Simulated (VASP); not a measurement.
# MnAl15N16 (a cell with a defect) in VASP: a series of runs, part 3 of 3

VASP 6.6.1.

### Step 6. Single point, PBEsol+U, collinear spin, ferromagnetic start

INCAR reads:

```
PREC     = Accurate       # precision mode
ENCUT    = 450            # plane-wave cutoff, eV
EDIFF    = 1E-5           # SCF threshold, eV
ISMEAR   = 0              # smearing method
SIGMA    = 0.03           # smearing width, eV
LREAL    = Auto         
LASPH    = T              # aspherical terms in the spheres
NELM     = 120            # most SCF steps
ALGO     = Normal         # electronic algorithm
ISIF     = 2              # what is computed and relaxed
LWAVE    = F              # write WAVECAR
LCHARG   = F              # write CHGCAR
ISPIN    = 2              # spin polarisation
MAGMOM   = 2 0 0 0 0 0 0 0 0 0 0 0 0 0 0 0 0 0 0 0 0 0 0 0 0 0 0 0 0 0 0 0 # initial moments
LORBIT   = 11             # projections on sites
LMAXMIX  = 4              # l up to which the mixer works
LDAU     = T              # DFT+U
LDAUTYPE = 2            
LDAUL    = 2 -1 -1        # shell
LDAUU    = 3.5 0 0        # U, eV
LDAUJ    = 0 0 0        
LDAUPRINT= 1            
GGA      = PS             # functional
ISYM     = 0            
KPAR     = 4
```

KPOINTS reads:

```
Automatic mesh
0
Gamma
  3 3 2
```

POSCAR reads:

```
MnAl15N16                               
1.0
    6.2200008610      0.0000000000      0.0000000000
   -3.1100004305      5.3866787572      0.0000000000
    0.0000000000      0.0000000000      9.9600000000
  Mn              Al              N             
     1    15    16
Direct
     0.3291007434162024    0.1634146868909445    0.9993311415618110
     0.3297170829665358    0.1637300893325153    0.4983250657271624
     0.3366418222391168    0.6672436789468914    0.0012051281701461
     0.3322166548737958    0.6647047282240751    0.4994209354017515
     0.8322887578293301    0.1654911965877650    0.0000923404282085
     0.8306503987920236    0.1639013922777497    0.4995303456655719
     0.8324746689179037    0.6652712355060969    0.9999961820207738
     0.8308327290806922    0.6642845223764793    0.4996975746671717
     0.1614401973115512    0.3309690813598361    0.2505544067722493
     0.1660618570668349    0.3337233559108179    0.7484181741864173
     0.1616569717096481    0.8271784827811363    0.2510056382361907
     0.1668695592388904    0.8317305062476035    0.7477834336423521
     0.6623466948325636    0.3295402414157032    0.2501730864015521
     0.6660987169514816    0.3321984304050197    0.7475674701909344
     0.6646511213472902    0.8309728824198505    0.2498251842072952
     0.6667425655352660    0.8327664592168751    0.7494684401436870
     0.3250209526121361    0.1603411424586945    0.1970613877924428
     0.3316250161644121    0.1652734894116260    0.6896737379943426
     0.3313326751136546    0.6641144388212622    0.1913565369484706
     0.3346102584006990    0.6665444619530059    0.6895406639753519
     0.8292839563929321    0.1642094144874053    0.1906316192929818
     0.8324485156196560    0.1648422845971978    0.6896341217539022
     0.8293752262536036    0.6622489557564463    0.1905082814182531
     0.8328846801949217    0.6661790349955854    0.6900745875319384
     0.1634853034991691    0.3317879234218789    0.4410588532525065
     0.1614278007268200    0.3412990489165733    0.9385824318947381
     0.1635222362932447    0.8291696020389778    0.4414036897872099
     0.1659026180469797    0.8242628047830733    0.9397075318478696
     0.6638387927677033    0.3307847162488979    0.4409355266348064
     0.6743200602518357    0.3358807153359836    0.9362533949228458
     0.6650734378325681    0.8310827860028781    0.4400693869691518
     0.6681769277205430    0.8330072108711570    0.9404717005599278
```

Potentials or basis: VASP PAW PBE potentials, release 64 (Mn_pv, Al, N).

On the command line:

```
> cat potpaw_PBE.64/Mn_pv/POTCAR potpaw_PBE.64/Al/POTCAR potpaw_PBE.64/N/POTCAR > POTCAR
> mpirun -np 4 vasp_std > vasp.out
```

It took 4 min on 4 MPI ranks of Intel Xeon 6975P-C (Granite Rapids), shared host; peak memory 0.7 GiB.

It converged, with:

| Property | Result |
| --- | --- |
| Free energy | -250.3566 eV |
| Largest force | 0.621 eV/Å |
| Band gap on the k mesh | none (metal or under the smearing width) |
| Net moment | 4.00 μB per cell |
| Site moments | Mn +3.86; Al +0.00, +0.01; N -0.00, +0.01, +0.00, -0.07, -0.08, -0.04 μB |
| Valence electrons inside the program's atomic spheres | Mn 11.72; Al 0.81, 0.82; N 3.82, 3.83, 3.84, 3.81 |

Forces in eV/Å, atoms in the order of the input:
```
Mn   0.060  0.282 -0.130
Al   0.001  0.003 -0.058
Al   0.041  0.048  0.090
Al  -0.022 -0.004 -0.012
Al  -0.105 -0.013  0.032
Al  -0.002  0.030 -0.009
Al   0.039 -0.078  0.011
Al   0.016 -0.015  0.001
Al   0.127 -0.040  0.041
Al  -0.042  0.004 -0.091
Al  -0.002  0.111  0.020
Al  -0.022 -0.038  0.013
Al  -0.134 -0.045  0.006
Al   0.045  0.030 -0.050
Al  -0.003 -0.025  0.024
Al   0.018 -0.011 -0.050
N    0.066  0.041  0.616
N   -0.001  0.019  0.051
N   -0.005 -0.018 -0.014
N    0.011  0.004  0.018
N    0.011 -0.017 -0.032
N    0.004 -0.015  0.003
N   -0.003  0.007 -0.018
N   -0.017  0.008 -0.011
N   -0.019 -0.003  0.028
N   -0.125 -0.004 -0.192
N    0.002 -0.027  0.033
N   -0.220 -0.491 -0.289
N    0.033  0.009  0.030
N    0.242  0.228 -0.074
N   -0.008  0.008 -0.005
N    0.014  0.012  0.018
```

Levels at points of the mesh, in eV from the Fermi level:
Spin up:
```
           k point  band 69  band 70  band 71  band 72  band 73  band 74
(0.00, 0.00, 0.00)    -1.52    -0.24     0.23     0.34     2.90     3.96
(0.00, 0.00, 0.50)    -1.44    -0.47     0.21     0.32     3.68     3.70
```
Spin down:
```csv
k point,band 64,band 65,band 66,band 67,band 68,band 69,band 70,band 71
"(0.00, 0.00, 0.00)",-1.81,-1.54,-1.54,-1.37,2.88,2.93,2.97,3.06
"(0.00, 0.00, 0.50)",-1.74,-1.73,-1.57,-1.57,2.79,2.87,2.89,3.16
```

Eigenvalues of the final occupation matrices:
```
    site  spin  trace               eigenvalues
site 1 d     1   4.40  0.75 0.83 0.93 0.94 0.95
site 1 d     2   0.61  0.05 0.05 0.16 0.16 0.18
```

Caveat: the k mesh is coarse (spacing up to 0.39 Å⁻¹), so the values aren't converged; the cutoff is under 1.25 times the usual one of these potentials, so pressure, stress and relaxed cells hold a basis-set (Pulay) error; the PAW data sets were made with another functional, which shifts forces and pressure a little; only a ferromagnetic start was run, and an antiferromagnetic order may lie lower in energy.

### Step 7. Overview

| task | spin | fixed moment (μB) | cell | gap on the mesh (eV) | moment (μB) | largest force (eV/Å) |
| --- | --- | --- | --- | --- | --- | --- |
| single point | collinear, ferromagnetic start | 2 | P3m1, 10.43 Å³/atom | - | 2.00 | 1.49 |
| single point | collinear, zero start | 0 | P3m1, 10.43 Å³/atom | - | 0.00 | 0.62 |
| relaxation of the atoms | collinear, ferromagnetic start | - | atoms relaxed | none | 4.00 | 0.02 |
| relaxation of the atoms | collinear, ferromagnetic start | 2 | atoms relaxed from: atoms moved at random, drawn with an rms of 0.05 Å | - | 2.00 | 0.03 |
| single point | collinear, ferromagnetic start | - | P1, 10.43 Å³/atom | none | 4.00 | 0.62 |

Alike in all rows: level PBEsol+U; potentials or basis VASP PAW PBE potentials, release 64 (Mn_pv, Al, N); Mn d U = 3.5 eV; k mesh 3 × 3 × 2; cutoff (eV) 450; smearing gaussian 0.03 eV; the mesh is coarse, so values aren't converged.

Caveats: all runs use coarse meshes; the cutoff is under 1.25 times the usual one of these potentials, so pressure, stress and relaxed cells hold a basis-set (Pulay) error; the PAW data sets were made with another functional, which shifts forces and pressure a little; the total moment is fixed, so each spin has its own Fermi level (some runs).

Total energies depend on the potentials used, so only differences within one code and one set of settings carry meaning.
